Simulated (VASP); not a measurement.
The system is InP.

```
In P
1.0
     0.00000    2.97933    2.97933
     2.97933    0.00000    2.97933
     2.97933    2.97933    0.00000
In P
1 1
Direct
  0.00000 0.00000 0.00000
  0.25000 0.25000 0.25000
```

The cell was built by a generator and needn't be a form met in nature.

Base run:

| Item | Value |
| --- | --- |
| Program | VASP 6.6.1 |
| Functional | PBE0 |
| Potentials or basis | VASP PAW PBE potentials, release 64 (In_d, P) |
| Cutoff | 520 eV |
| k mesh | 6 × 6 × 6 |
| Occupations | gaussian, width 0.02 eV |
| Spin | no spin polarisation |

Its results: band gap on the k mesh 1.80 eV, direct; pressure -2.3 GPa.

Problem. The run is repeated on the same cell with these changes: functional from PBE0 to HSE06. What comes out?

Solution. Band gap on the k mesh 1.21 eV, direct; pressure -2.0 GPa.

Caveats: the PAW data sets were made with another functional, which shifts forces and pressure a little; spin-orbit coupling is left out, which moves the levels of the heavy elements.
